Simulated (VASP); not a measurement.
## Sn: transverse stress against strain

Sn (diamond, Fd-3m, 34.932 Å³/atom at rest, cube axes along x, y and z) under a strain ε along a cube axis (axis z), the other axes held. PBEsol in VASP (plane waves, PAW), 480 eV, 8×8×8 Γ-centred mesh, Methfessel-Paxton smearing 0.10 eV; ions are relaxed within the symmetry of each cell. Stress is positive for a compressed cell.

Here s stands for strain and y for stress xx.

| strain (%) | stress xx (GPa) |
|---|---|
| -3.00 | ? |
| -1.50 | 0.45 |
| -1.00 | 0.28 |
| -0.50 | 0.12 |
| 0.00 | -0.04 |
| 0.50 | -0.19 |
| 1.00 | -0.33 |
| 1.50 | -0.47 |

Fit y of the 7 rows that show it with a straight line. Means: s 0, y -0.026. About the means, the sum of products is -2.1450 and the sum of squares of s is 7.0000; the slope is their ratio. Least squares gives y = -0.026 - 0.3064·s. Residuals (row less fit): 0.016, 0.000, -0.007, -0.014, -0.011, 0.002, 0.016; standard error 0.013 (degrees of freedom: 5). The slope gives the elastic constant C12 = 31 ± 0.5 GPa.

Q: Estimate the missing y (s = -3.00); what did the run itself give?

A: y = -0.026 - 0.3064 × (-3.0) = 0.893 GPa. The calculation gives 1.02 GPa, 0.127 GPa above the prediction (8.5 % of the range of y in the table). The row lies outside the fitted rows, so this is an extrapolation. From the scatter of the fitted rows alone, a prediction at this place has a standard error of 0.021 GPa, so the miss is 6.0 times that.

One order more, fitted to all 13 runs of the series, follows each within 0.01, so the miss is the next term of a smooth law. This level leaves no gap over 0.05 eV at strain -3.00, -1.50, -1.00, -0.50, 0.00, 0.50, 1.00, 1.50, where the mesh may be coarse. Sn is here grey tin, stable below 13 °C. Rows are the converged runs of the series near zero and its far end; series whose fitted rows scatter by over a few per cent of the range, as at a crossing or softening among them, aren't shown in this form. Most that stay on the fit to the last digits aren't either.
